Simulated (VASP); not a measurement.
Consider the following.

```
Ta
1.0
    4.64423     0.00000     0.00000
   -2.32212     4.02202     0.00000
    0.00000     0.00000    24.40712
Ta
10
Direct
  0.00000   0.00000   0.32521
  0.66667   0.33333   0.36406
  0.33333   0.66667   0.40290
  0.00000   0.00000   0.44174
  0.66667   0.33333   0.48058
  0.33333   0.66667   0.51942
  0.00000   0.00000   0.55826
  0.66667   0.33333   0.59710
  0.33333   0.66667   0.63594
  0.00000   0.00000   0.67478
```

All values below come from PBEsol GGA, VASP's PBE PAW potentials (set 64) (plane waves; VASP 6.6.1). Numerical set-up: PREC = Normal, EDIFF = 1E-5, 400 eV cut-off, 7×7×1 Γ-centred mesh, first-order Methfessel-Paxton smearing of 0.10 eV, potentials Ta_pv.

Question: The ions are relaxed. Give the cell that the relaxation ends in.

Answer: 
```
Ta
1.0
    4.64423     0.00000     0.00000
   -2.32212     4.02202     0.00000
    0.00000     0.00000    24.40712
Ta
10
Direct
  0.00000   0.00000   0.33810
  0.66667   0.33333   0.36876
  0.33333   0.66667   0.40013
  0.00000   0.00000   0.44372
  0.66667   0.33333   0.48249
  0.33333   0.66667   0.51751
  0.00000   0.00000   0.55628
  0.66667   0.33333   0.59987
  0.33333   0.66667   0.63124
  0.00000   0.00000   0.66190
```

Question: How much energy does the relaxation gain?

Answer: The energy (σ→0) changes by -89.6 meV/atom, in 14 ionic steps.

The cell is a thin slab with vacuum, built from Ta (bcc): (111) face.
